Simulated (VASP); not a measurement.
A VASP calculation is set up with these files.

**INCAR**
```
LCHARG = .TRUE.
LORBIT = 11
LMAXMIX = 4
EDIFF = 1E-7
LWAVE = .FALSE.
SYSTEM = AlInSb2
ISMEAR = -5   # tetrahedra, Bloechl
LASPH = .TRUE.   # aspherical one-centre terms
ENCUT = 400   # plane-wave cut-off (eV)
ISIF = 2   # forces and stress, cell fixed
LREAL = .FALSE.   # projection in real space or not
NELM = 100   # most electronic steps
NEDOS = 601   # DOS grid
PREC = Accurate
LEFG = .TRUE.
ALGO = Normal
```

POSCAR:
```
AlInSb2
7.2277720
  0.3080084952   0.1778288165   0.9999999799
 -0.3080084952   0.1778288165   0.9999999799
  0.0000000000  -0.3556576330   0.9999999799
Al In Sb
1 1 2
Direct
  0.0006729807   0.0006729807   0.0006729807
  0.4995641737   0.4995641737   0.4995641737
  0.8789734334   0.8789734334   0.8789734334
  0.3707824121   0.3707824121   0.3707824121
```

KPOINTS:
```
Automatic
0
G
7 7 7
0 0 0
```

POTCAR, in this order: Al In_d Sb (LDA.64 set). Program: vasp_std.

Problem. Write an equivalent input for Quantum ESPRESSO's pw.x.

Solution. One equivalent input (not run):
```
&CONTROL
  calculation = 'scf'
  pseudo_dir = './pseudo'
  outdir = './out'
  tprnfor = .true.
  tstress = .true.
/
&SYSTEM
  ibrav = 0
  nat = 4
  ntyp = 3
  ecutwfc = 84
  occupations = 'tetrahedra'
  input_dft = 'pz'
/
&ELECTRONS
  conv_thr = 7.3e-09
  electron_maxstep = 100
/
ATOMIC_SPECIES
  Al 26.982 Al.upf
  In 114.818 In.upf
  Sb 121.760 Sb.upf
CELL_PARAMETERS angstrom
     2.2262152    1.2853061    7.2277719
    -2.2262152    1.2853061    7.2277719
     0.0000000   -2.5706123    7.2277719
ATOMIC_POSITIONS crystal
  Al   0.0006730  0.0006730  0.0006730
  In   0.4995642  0.4995642  0.4995642
  Sb   0.8789734  0.8789734  0.8789734
  Sb   0.3707824  0.3707824  0.3707824
K_POINTS automatic
  7 7 7 0 0 0
```
Limits of the translation: the potentials are each code's own (VASP's PAW set, PseudoDojo norm-conserving files in pw.x), so ENCUT and ecutwfc are chosen apart and not converted; conv_thr bounds pw.x's estimated SCF error, while EDIFF bounds the energy change between steps; the field gradients of LEFG aren't asked of the other code.

The structure comes from a computed database's AlInSb2 entry (R3m); how it stands against other phases isn't given here. It was relaxed first, which changed the volume by -7 %.
